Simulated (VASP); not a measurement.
Given:

```xyz
4
Lattice="4.0636 0.0000 0.0000 -2.0318 3.5191 0.0000 0.0000 0.0000 5.8158" Properties=species:S:1:pos:R:3 pbc="T T T"
Ga     0.0000     2.3461     1.4540
Ga     2.0318     1.1730     4.3619
P      2.0318     1.1730     1.4540
P      0.0000     2.3461     4.3619
```

Level of theory: PBE GGA, VASP's PBE PAW potentials (set 64) (plane waves; VASP 6.6.1). Numerical set-up: 400 eV cut-off, 12×12×7 Γ-centred mesh, tetrahedra with Blöchl corrections, potentials Ga_d P.

Without a dispersion term in the relaxation, distances and binding between the weakly bound layers, chains or molecules are unreliable, and so is what depends on them.

Q: Predict the energy per atom (σ→0), band gap (on the k-mesh) with the smallest direct gap where there is one.

A: 
```
Item                                                        Result
------------------------  ----------------------------------------
band gap (on the k-mesh)  none (metal, semimetal or under 0.01 eV)
energy per atom (σ→0)                               -4.200 eV/atom
```

The structure was generated: GaP was put into the layered h-BN type type (P6_3/mmc), which need not be its known phase. It was relaxed first, which changed the volume by -34 %.
